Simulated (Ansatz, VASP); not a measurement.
# SnO2 in two plane-wave programs

One calculation is typed for both programs; each brings its own data sets. How far apart do they land? The cell is taken from a series of runs on this material, whose earlier steps may have relaxed, scaled, displaced or heated it; both programs get it as it stands.

Main program and level: Ansatz 0.2.0; plane waves, with VASP 6.6.1 beside it; G0W0 gap at LDA.

## 1. Set-up

It takes space group Pbcn (No. 60, orthorhombic). The conventional cell has a = 4.640 Å, b = 5.636 Å, c = 5.142 Å, α = 90.00°, β = 90.00°, γ = 90.00°. Nearest to Sn lie 6 O at 2.00 to 2.08 Å. Nearest to O lie 3 Sn at 2.00 to 2.08 Å. Farther neighbours and most contacts between anions are not listed.

## 2. Ansatz: G0W0 gap, LDA

Ansatz runs on its PAW soft_1 files.

Quasiparticle shifts depend on high empty states and on the cores, so they are the hardest test of two PAW sets.

input.yaml

```yaml
crystal:
  lattice:
    - [4.6404432466, 0.0, 0.0]
    - [0.0, 5.6358939854, 0.0]
    - [0.0, 0.0, 5.142171965]
  atoms:
    - { symbol: Sn, position: [0.5, 0.6693002647, 0.75] }
    - { symbol: Sn, position: [0.0, 0.8306997353, 0.25] }
    - { symbol: Sn, position: [0.5, 0.3306997353, 0.25] }
    - { symbol: Sn, position: [0.0, 0.1693002647, 0.75] }
    - { symbol: O, position: [0.7339462318, 0.6017057905, 0.0762074223] }
    - { symbol: O, position: [0.2339462318, 0.8982942095, 0.9237925777] }
    - { symbol: O, position: [0.7660537682, 0.8982942095, 0.5762074223] }
    - { symbol: O, position: [0.2660537682, 0.6017057905, 0.4237925777] }
    - { symbol: O, position: [0.7339462318, 0.3982942095, 0.5762074223] }
    - { symbol: O, position: [0.2339462318, 0.1017057905, 0.4237925777] }
    - { symbol: O, position: [0.7660537682, 0.1017057905, 0.0762074223] }
    - { symbol: O, position: [0.2660537682, 0.3982942095, 0.9237925777] }
kpoints:
  mp_grid: { grid: [4, 2, 2] }
hamiltonian:
  xc: lda
  pseudopotentials: { kind: paw, azcp: { folder: soft_1 }, xc_functional: pbe }
scf:
  occupations: { method: fixed }
gw:
  n_empty_bands: 537
  ecut_chi: 140
  qp_bands: [v4, c4]
  qp_kpoints: band_edges
  screening: { model: contour_deformation }
```

Run with:

```sh
ansatz run input.yaml --threads 2 --pin off --max-ram 92160MiB --backend cuda --events-out ev --progress --plain --runs-dir out --devices 1 --max-vram 13GiB
```

Numbers of over 12 decimals in the logs are rounded to 6 here.

Log:

```text
GPUs: using 1 of 1 available (devices: 1).
Engine: ansatz 0.2.0, x86_64-unknown-linux-gnu
Pseudopotentials: kind: paw
Pseudopotential: Sn, paw, valence charge 14, recommended cutoff 420 eV (normal), soft_1/Sn.paw.azcp
Pseudopotential: O, paw, valence charge 6, recommended cutoff 420 eV (normal), soft_1/O.paw.azcp
Functional definition: SPW92
  exchange = slater_x
  correlation = pw_c
device memory: the entry about to start is reckoned to put 1.8 GiB on a device that reports 8.9 GiB free
GPU FFT provider: cuFFT
GPU libraries: cuBLAS 13.8.2, cuFFT 12.4.0, cuSOLVER 12.3.4
Crystal: 12 atoms, lattice volume = 134.483 Å³
Basis set: ecut = 420 eV, 2629 PW (Γ)
Bands: 64, of which v1, the nominal top of the filled ones, is band 52 counted from 1 (51 counted from 0)
Symmetry: 8 space group operations
Space group: Pbcn (ITA 60), of the structure as read, at distance tolerance 5.1e-5 Å
k-points: 12 of 16
Non-local potential: Sn, projectors of the file, l = 0: 2, l = 1: 2, l = 2: 2, l = 3: 1
Non-local potential: O, projectors of the file, l = 0: 2, l = 1: 2, l = 2: 1
PAW form: soft (Blöchl's): semilocal exchange-correlation on the pseudo side does not see the compensation charge
PAW frozen core: Sn, regenerated for the run's functional, and the local potential with it (the file was generated under x = pbe(κ = 0.804, μ = 0.219515), c = pbe(β = 0.066725))
PAW frozen core: O, regenerated for the run's functional, and the local potential with it (the file was generated under x = pbe(κ = 0.804, μ = 0.219515), c = pbe(β = 0.066725))
PAW one-centre angular grid: Sn, 590 points (default); XC on 64 Gauss nodes
PAW one-centre angular grid: O, 110 points (default); XC on 64 Gauss nodes
Initial density: superposition of atomic densities (chi_scale 0.1, normalization cell, long waves kept (reshape's long-wave potential 0.00 eV rms))
Initial wavefunctions: pseudopotential atomic-orbital guess
GPU buffer pool allocated for 46080 grid points (all kernels)
GPU transforms: local potential and band sums: pruned to the plane-wave sphere, on 32×40×36
Functional: x = slater, c = lda
SCF iter   1: F=—  HF=-27962.348661 eV  |F-HF|=—  |Δ(HF+E_count)|=         —  Δρ=7.43e-2  dr2=5.71e0  ethr=3.10e-3  ⟨swp⟩=4.1  Hψ=2700  notcnv=0  defer=108
preconditioner: auto → Resta (q_TF=auto, 2.614 Å⁻¹)  ε∞=3.6  [insulator: Δε(μ)=2.324 eV  Ē_g=20.311 eV  n_scr=38 (ndim 8)  ℏωp=32.7 eV  f_vac=0.000  ε∞_Penn≈3.6]
SCF iter   2: F=—  HF=-27961.011136 eV  |F-HF|=—  |Δ(HF+E_count)|=    1.34e0  Δρ=3.54e-2  dr2=9.00e-1  ethr=3.10e-3  ⟨swp⟩=3.0  Hψ=1557  notcnv=0  defer=103
SCF iter   3: F=—  HF=-27960.787605 eV  |F-HF|=—  |Δ(HF+E_count)|=   2.24e-1  Δρ=1.11e-2  dr2=1.39e-1  ethr=8.66e-4  ⟨swp⟩=3.0  Hψ=1268  notcnv=0  defer=113
SCF iter   4: F=—  HF=-27960.752567 eV  |F-HF|=—  |Δ(HF+E_count)|=   3.50e-2  Δρ=1.90e-3  dr2=3.63e-3  ethr=1.34e-4  ⟨swp⟩=2.0  Hψ=953  notcnv=0  defer=114
SCF iter   5: F=—  HF=-27960.753132 eV  |F-HF|=—  |Δ(HF+E_count)|=   5.65e-4  Δρ=6.06e-4  dr2=3.82e-4  ethr=3.49e-6  ⟨swp⟩=2.1  Hψ=1007  notcnv=0  defer=114
SCF iter   6: F=—  HF=-27960.753215 eV  |F-HF|=—  |Δ(HF+E_count)|=   8.34e-5  Δρ=8.41e-5  dr2=7.16e-6  ethr=3.67e-7  ⟨swp⟩=2.7  Hψ=1068  notcnv=0  defer=100
SCF iter   7: F=—  HF=-27960.753217 eV  |F-HF|=—  |Δ(HF+E_count)|=   1.64e-6  Δρ=1.40e-5  dr2=3.19e-7  ethr=6.88e-9  ⟨swp⟩=2.0  Hψ=1034  notcnv=0  defer=88
SCF iter   8: F=-27960.753217 eV  HF=-27960.753217 eV  |F-HF|=5.38e-10  |Δ(HF+E_count)|=   8.43e-8  Δρ=2.48e-6  dr2=6.48e-9  ethr=9.62e-11  ⟨swp⟩=11.8  Hψ=2898  notcnv=0
SCF 1 converged in 8 iterations: F = -27960.753217 eV  dr2 = 6.48e-9
  greatest PAW one-centre occupation: 0.998 electrons in one spin orbital (limit 2), on the Sn atom at site 2 (counted from 0), in its partial waves of l = 2
device memory: the entry about to start is reckoned to put 2.2 GiB (of the 2.3 GiB reckoned in all, the device holds 0.1 GiB already) on a device that reports 8.8 GiB free
NSCF: frozen V_eff on 12 k-points
the band table was solved once the SCF had ended and its energy, with any forces and stress, was formed, with the checks that follow a solve (2983 applications of the Hamiltonian). They found nothing against the state; the energy, forces and stress were not computed again (output.eigenvalues in the input reference)
device memory: the entry about to start is reckoned to put 3.7 GiB on a device that reports 8.9 GiB free
NSCF: frozen V_eff on 12 k-points
G₀W₀ screening: q 1/12
[... further progress lines ...]
SCF converged after 8 iterations
Free energy (F): -27960.753217 eV
Harris-Foulkes:  -27960.753217 eV  (|F-HF|=5.38e-10)
Internal energy: -27960.753217 eV  (E = F + TS)
E sigma→0 (E₀):  -27960.753217 eV
Fermi energy:    9.870526 eV
--- Per-component energies (eV) ---
  E_band       = -154.058751
  E_kinetic    = 2044.252611
  E_local      = -5937.496090  (includes V_loc(G=0)·N_el)
  E_nonlocal   = 1039.033295
  E_hartree    = 2718.298504
  E_xc         = -1062.962243
[...]
--- G₀W₀: contour deformation, 7 samples at zero and on the imaginary axis and 1 off it, 16 q-points, 537 empty bands' worth ---
  eigenvalues of the whole cell's RPA ε∞ on this k-mesh (on a slab, of 1 + 4πα/V) = 4.8523, 5.1232, 5.1259; static W/v taken at q = 0 is 0.195746
  bands read: the sum over 589 bands ends inside a degenerate multiplet in 10 slots, whose members it reads at an even weight; the widest, k=3: bands 589 to 592 (counted from 1) at 1/4 each
  gw.qp_kpoints: band_edges: 12 of 12 stored k-points solved, in 1 pass; an edge of the gap read off the rows below is read off those points alone
    ik  band        ε_KS         Σx   Σc(E_QP)       V_xc       Z   E_QP_lin       E_QP  E_QP is
     0    49      9.3131   -27.1673     4.5805   -21.9638  0.7574     8.6829     8.6901  root
     0    50      9.6298   -26.8921     4.9954   -21.2101  0.7517     8.9340     8.9433  root
     0    51      9.7430   -26.5980     4.8925   -21.0627  0.7528     9.0924     9.1002  root
     0    52      9.8705   -27.0740     5.0684   -21.3117  0.7524     9.1672     9.1767  root
     0    53     11.7519   -14.5015    -3.7315   -19.2289  0.8167    12.7613    12.7478  root
     0    54     16.4544   -13.9923    -4.9190   -20.4233  0.7955    18.0246    17.9665  root
     0    55     16.5005   -14.6241    -4.8948   -21.0339  0.7849    18.0776    18.0156  root
     0    56     16.8184    -8.8629    -4.7594   -14.6734  0.8218    17.8916    17.8695  root
     1    49      9.6073   -26.7904     5.0429   -21.0553  0.7511     8.9057     8.9152  root
     1    50      9.6073   -26.7904     5.0429   -21.0553  0.7511     8.9057     8.9152  root
     1    51      9.6850   -26.9961     4.8863   -21.4410  0.7540     9.0076     9.0162  root
     1    52      9.6850   -26.9961     4.8863   -21.4410  0.7540     9.0076     9.0162  root
     1    53     14.7618   -15.2489    -4.1555   -20.7056  0.7970    16.0951    16.0630  root
     1    54     14.7618   -15.2489    -4.1555   -20.7056  0.7970    16.0951    16.0630  root
     1    55     16.4162   -13.0327    -4.9333   -19.3924  0.7944    17.8896    17.8425  root
     1    56     16.4162   -13.0327    -4.9333   -19.3924  0.7944    17.8896    17.8425  root
     2    49      8.8975   -26.6177     4.6646   -21.3048  0.7541     8.2409     8.2493  root
     2    50      8.8975   -26.6177     4.6646   -21.3048  0.7541     8.2409     8.2493  root
     2    51      9.7789   -26.7868     5.0071   -21.1050  0.7522     9.0955     9.1043  root
     2    52      9.7789   -26.7868     5.0071   -21.1050  0.7522     9.0955     9.1043  root
     2    53     14.4376   -15.4967    -3.9605   -20.7034  0.7983    15.7114    15.6837  root
     2    54     14.4376   -15.4967    -3.9605   -20.7034  0.7983    15.7114    15.6837  root
     2    55     17.0946   -13.9109    -5.1839   -20.6740  0.7863    18.7472    18.6739  root
     2    56     17.0946   -13.9109    -5.1839   -20.6740  0.7863    18.7472    18.6739  root
[...]
11    49      9.4631   -26.6435     5.1878   -20.6965  0.7495     8.6918     8.7040  root
    11    50      9.4631   -26.6435     5.1878   -20.6965  0.7495     8.6918     8.7040  root
    11    51      9.4631   -26.6435     5.1878   -20.6965  0.7495     8.6918     8.7040  root
    11    52      9.4631   -26.6435     5.1878   -20.6965  0.7495     8.6918     8.7040  root
    11    53     15.7152   -14.4054    -4.6108   -20.4349  0.7959    17.1797    17.1338  root
    11    54     15.7152   -14.4054    -4.6108   -20.4349  0.7959    17.1797    17.1338  root
    11    55     15.7152   -14.4054    -4.6108   -20.4349  0.7959    17.1797    17.1338  root
    11    56     15.7152   -14.4054    -4.6108   -20.4349  0.7959    17.1797    17.1338  root
```

(Continued in part 2 of 2.)

[Lines on the potential files, build, host, timing and source positions are cut from VASP's logs without a mark.]

[Logs are printed without paths, hosts, clocks, repeated set-up lines and the standing remarks that a program may print on its own settings, such as how far it seeks lower states.]

[Hosts, paths, dates, database ids (printed as entryN), source tags and the programs' standing remarks are cut or masked in the printed files.]
